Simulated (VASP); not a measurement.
These are PBEsol GGA, VASP's PBE PAW potentials (set 64) (plane waves; VASP) values and carry that method's errors.

A VASP calculation is set up with these files.

File POSCAR:
```
CsI
1
    4.5167994342     0.0000000000     0.0000000000
    0.0000000000     4.5167994342     0.0000000000
    0.0000000000     0.0000000000     4.5167994342
Cs I
1 1
Direct
  0.0000000000   0.0000000000   0.0000000000
  0.5000000000   0.5000000000   0.5000000000
```

**KPOINTS**
```
Automatic mesh
0
Gamma
6 6 6
0 0 0
```

INCAR:
```
ALGO=Normal
EDIFF=1E-7
ENCUT=520
GGA=PS
ISIF=2
ISMEAR=0
LASPH=.True.
LCHARG=.False.
LMAXMIX=4
LREAL=.False.
LWAVE=.False.
NELM=100
PREC=Accurate
SIGMA=0.05
SYSTEM=CsI
```

POTCAR, in this order: Cs_sv I (PBE.64 set). Program: vasp_std.

Unless said otherwise, spin-orbit coupling is left out, though it shifts the bands of the heavy elements here.

### Question
What does the run give for the energy per atom (σ→0), band gap (on the k-mesh)?

### Answer

* **energy per atom (σ→0)**: -2.887 eV/atom
* **band gap (on the k-mesh)**: 3.81 eV

OSZICAR:
```
...
DAV:   7    -0.577248526675E+01    0.23949E-01   -0.11541E-01   528   0.169E+00    0.487E-01
DAV:   8    -0.577435094689E+01   -0.18657E-02   -0.76033E-03   556   0.567E-01    0.853E-02
DAV:   9    -0.577458545763E+01   -0.23451E-03   -0.59402E-04   548   0.169E-01    0.603E-02
DAV:  10    -0.577465154142E+01   -0.66084E-04   -0.11322E-04   560   0.645E-02    0.131E-02
DAV:  11    -0.577465017184E+01    0.13696E-05   -0.36239E-05   552   0.316E-02    0.422E-03
DAV:  12    -0.577465030411E+01   -0.13227E-06   -0.30127E-06   572   0.115E-02    0.103E-03
DAV:  13    -0.577465033829E+01   -0.34177E-07   -0.12693E-07   428   0.256E-03
   1 F= -.57746503E+01 E0= -.57746503E+01  d E =-.492616E-15
```

The compound is CsI in the CsCl type structure. It was relaxed first.
